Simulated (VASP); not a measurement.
Wanted: the native input for a VASP 6.6.1 run.

```yaml
Task: single point
Functional: BLYP
Dispersion: D3
Potentials_or_basis: VASP PAW PBE potentials, release 64 (Mg, C_s)
Cutoff: 400 eV
k_mesh: 7 × 7 × 6
Occupations: fermi-dirac, width 0.05 eV
Spin: no spin polarisation
Further_INCAR_settings: ALGO = Normal; EDIFF = 1e-06; NBANDS = 19
```

The structure of MgC2 lies in POSCAR:

```
MgC2
1.0
    3.9346860000     -0.0110840000      0.0490990000
   -0.0110840000      3.9943310000      0.0336520000
    0.0619790000      0.0424790000      4.9540550000
Mg C
2 4
Direct
    0.0000000000      0.0000000000      0.5000000000
    0.5000000000      0.5000000000      0.0000000000
    0.3876550000      0.6123450000      0.5000000000
    0.1123450000      0.1123450000      0.0000000000
    0.6123450000      0.3876550000      0.5000000000
    0.8876550000      0.8876550000      0.0000000000
```

The cell comes from a database or a generator and needn't be the stable form of this composition.

The cell isn't the ideal one: cell strained at random at fixed volume.

One way to write it, as run:

INCAR

```
SYSTEM = MgC2
AGGAC = 1.0
AGGAX = 1.0
ALDAC = 0.0
ALDAX = 1.0
ALGO = Normal
EDIFF = 1E-6
ENCUT = 400
GGA = B5
ISIF = 2
ISMEAR = -1
IVDW = 11
LASPH = .TRUE.
LCHARG = .TRUE.
LELF = .TRUE.
LREAL = .FALSE.
LVHAR = .TRUE.
LWAVE = .FALSE.
NBANDS = 19
NELM = 100
PREC = Accurate
SIGMA = 0.05
VDW_S6 = 1.0
VDW_S8 = 1.682
VDW_SR = 1.094
VDW_SR8 = 1.0
```

KPOINTS

```
k-points
0
G
  7 7 6
  0 0 0
```

Potentials or basis: VASP PAW PBE potentials, release 64 (Mg, C_s).

The run is started by

```console
$ cat potpaw_PBE.64/Mg/POTCAR potpaw_PBE.64/C_s/POTCAR > POTCAR
$ mpirun -np 1 vasp_std > vasp.out
```

Results of the run:

| Item | Value |
| --- | --- |
| Pressure | 0.2 GPa |
| Largest force | 0.394 eV/Å |
| Band gap on the k mesh | 2.76 eV, indirect (least direct gap 2.97 eV) |
| Dispersion energy per atom | -0.249 eV |

Caveat: the standard files for N, O and F lose accuracy on very short bonds; the PAW data sets were made with another functional, which shifts forces and pressure a little; an odd mesh through Γ misses points on the zone boundary, where band edges often lie.

Run time: 63 s on 1 thread of Intel(R) Xeon(R) 6975P-C (Granite Rapids) (shared host), peak memory 0.26 GiB.
